Q: Here a tungsten crystal is squeezed and stretched by up to 9 % of its volume. Does the squeeze need as much pressure as the stretch needs pull?

Bulk bcc tungsten at fixed volumes, calculated with VASP 6.6.1 using the LDA functional and the W_sv PAW potential, without spin polarisation or spin–orbit coupling. The plane-wave cutoff is 520 eV, the k mesh 18 × 18 × 18 for the one-atom cell, and the Gaussian smearing 0.1 eV. Pressure is positive in compression.

```
volume (Å³/atom)  shortest distance (Å)  pressure (GPa)
          14.112                  2.637           38.21
          14.578                  2.665           23.52
          15.043                  2.693           10.86
          15.508                  2.721           -0.01
          15.973                  2.748           -9.38
          16.439                  2.774          -17.42
          16.904                  2.800          -24.27
```

A: No, the squeeze needs more. The volume is given per atom, and a negative pressure means that the crystal is being pulled outwards on all sides. Equilibrium is the row at 15.508 Å³, where the pressure is practically zero. Compressing by 9 % takes 38.2 GPa, while expanding by 9 % takes a pull of 24.3 GPa, so the ratio is about 1.6.

Q: What in the metal makes the two directions so unequal?

A: Two tendencies balance at equilibrium. Tungsten's d band is roughly half full, so its electrons sit mostly in bonding states, and these states sink further below the middle of the band when the atoms approach and the band widens, which favours a smaller volume. Against this stand the rising kinetic energy of electrons confined to less space and the overlap of the outer electrons with the inner shells. The repulsion changes more steeply with distance than the attraction. On compression it therefore runs ahead quickly, while on expansion both fade and the net pull grows ever more slowly.

A single bond between two atoms, as in the hydrogen molecule, has the same lopsided energy curve, steep on the short side and flat on the long side. The comparison makes the shape of the curve familiar but does not carry over to its scale, because in the metal each electron is shared among many neighbours.

Q: Do the numbers show this balance, or is it only an argument?

A: They show one piece of it. At the centre of the Brillouin zone the d levels form two groups, and the same calculations give the gap between them for two of the volumes. It grows from 3.3 eV at 16.439 Å³ to 3.8 eV at 14.578 Å³, as expected if the d states interact more strongly when the atoms are closer. How much of the pressure comes from attraction and how much from repulsion is not separated by these results. That part rests on the general theory of metallic bonding.

Q: How do I turn the table into a stiffness?

A: Use the bulk modulus, B = −V dP/dV, where V is the volume and P the pressure. It is the pressure needed per relative change of volume. Between the two most compressed rows it is 452 GPa, and between the two most expanded rows it is 246 GPa. Tungsten thus has no single stiffness over this range: each added GPa of pressure raises the modulus by about 4 GPa.

Q: Is there a simple law that contains this stiffening?

A: Yes, if the strain is measured in a suitable way. Let V₀ be the equilibrium volume and B₀ the modulus there, and define the strain f by

f = ½ [(V₀/V)^(2/3) − 1]

Suppose that the energy per atom rises as the square of this strain, with E₀ its lowest value:

E = E₀ + (9/2) V₀ B₀ f²

The pressure is −dE/dV, and the derivative gives the second-order Birch law:

P = 3 B₀ f (V₀/V)^(5/3) = 1.5 B₀ [(V₀/V)^(7/3) − (V₀/V)^(5/3)]

I determined B₀ from the three rows nearest equilibrium and obtained 336 GPa. The most compressed row was not part of that fit, so it is a fair test:

V₀/V = 15.508 / 14.112 = 1.0989
P = 1.5 × 336 GPa × (1.2462 − 1.1703) = 38.3 GPa

The full calculation gives 38.2 GPa. A law with the same modulus held constant would give only 31.7 GPa, so the stiffening is essential. The other outer rows are met about as well, as the output after this text shows. The Birch law has a modulus that rises by exactly 4 GPa per GPa at equilibrium, and tungsten happens to lie very close to that value. The agreement confirms the shape of the curve, not the electronic explanation of it.

Q: The pressures are printed to 0.01 GPa. May I trust both decimals?

A: Not as absolute values. Pressure is also the slope of energy against volume, so the total energies of the same runs provide a second route. Averaged over the whole range, that route gives a pressure 0.11 GPa higher than the printed stresses, and the three middle rows show the same offset. The first decimal is therefore uncertain by at least about one unit, because errors that both routes share, such as that of the k mesh, do not show in this comparison.

A possible cause is the finite set of plane waves. The stress is evaluated with a fixed set of waves, whereas the fixed cutoff admits more waves as the cell grows. The extra waves lower the energy of the larger cells, so the energy route is expected to give the higher pressure, as it does here. Repeating the series with a higher cutoff would test this. For the equilibrium volume the matter is small, since the offset would move it by only 0.005 Å³.

Q: Would a real crystal at room temperature have this equilibrium volume?

A: It would be somewhat larger. As a rough recollection, the measured volume exceeds the one found here by about 2 %. On the present curve such an expansion corresponds to −6.4 GPa, so this calculation regards the real crystal as noticeably stretched.

Part of the gap is heat: vibrating atoms push outwards, and a rough estimate puts that pressure at the order of 1 GPa at room temperature. Most of the remainder probably belongs to the local density approximation, which usually binds solids too tightly. A functional that binds less strongly would move the zero of pressure to a larger volume. How far it would move, and how the modulus would respond, has to be calculated.

Q: If I need a quick pressure for a small change of volume, when is a straight line good enough?

A: Let u = (V₀ − V)/V₀ be the relative compression, negative for expansion. For small u the Birch law becomes

P ≈ B₀ u (1 + 2.5 u)

The straight line is the part B₀u, and its relative error is about 2.5 times the change of volume. At 3 % the line is off by roughly 7 %, and at 9 % by more than a fifth; it gives too little pressure on compression and too much pull on expansion. The rule holds for pressure that acts equally from all sides. The factor 2.5 is half of 1 + 4, where 4 is the rise of the modulus per GPa of pressure, so a solid that stiffens faster needs a larger factor. For uniform pressure, then, multiply the volume change by 2.5 and keep the straight line only if you can accept an error of that size.

The analysis program printed:

```
fit of pressure on 3 rows (abs(x - 1) < 0.04): coefficient of g1 336.1 +/- 0.44; rms 0.0153, worst 15.973 0.0186, leave-one-out rms 0.0292
  rows outside the fit (model, value, miss): 14.112 38.3, 38.21, 0.089; 14.578 23.53, 23.52, 0.00676; 16.439 -17.44, -17.42, -0.0217; 16.904 -24.39, -24.27, -0.119
fit of pressure on 7 rows: coefficient of g1 335.3 +/- 0.25, coefficient of g2 6.077 +/- 6; rms 0.0314, worst 15.973 0.0446, leave-one-out rms 0.0725
Laws with the same modulus and local modulus:
     row  computed GPa  Birch law GPa  straight line GPa  constant modulus GPa  modulus from this row and the one before GPa
  14.112         38.21           38.3              30.26                 31.71                                           n/a
  14.578         23.52          23.53              20.16                 20.79                                         452.2
  15.043         10.86          10.88              10.08                 10.23                                         403.2
  15.508         -0.01              0                  0                     0                                         357.1
  15.973         -9.38         -9.361             -10.08                -9.931                                         317.2
  16.439        -17.42         -17.44             -20.18                 -19.6                                         279.6
  16.904        -24.27         -24.39             -30.26                -28.97                                         245.6
Pressure at 9 % compression over tension at 9 % expansion, ratio: 1.574
Shortening of the shortest distance at 9 % compression, %: 3.087
Bulk modulus from the two neighbours of equilibrium, GPa: 337.5
Mean rise of local modulus per GPa of pressure: 3.996
Pressure derivative of the modulus from the free fit: 4.018
Energy cost of 9 % compression, meV per atom: 154.9
Energy cost of 9 % expansion, meV per atom: 113.1
Mean pressure from energies less that from stresses, whole range, GPa: 0.1087
The same for the three inner rows, GPa: 0.1097
Shift of equilibrium volume that this offset means, cubic angstrom: 0.005017
Pressure change for 0.001 cubic angstrom near equilibrium, GPa: 0.02168
Birch-law pressure at 2 % expansion, GPa: -6.398
Thermal pressure at 300 K, order of magnitude, GPa: 1.282
Zone-centre d splitting in the second row, eV: 3.803
Zone-centre d splitting in the sixth row, eV: 3.298
Widening of this splitting from sixth to second row, %: 15.33
```
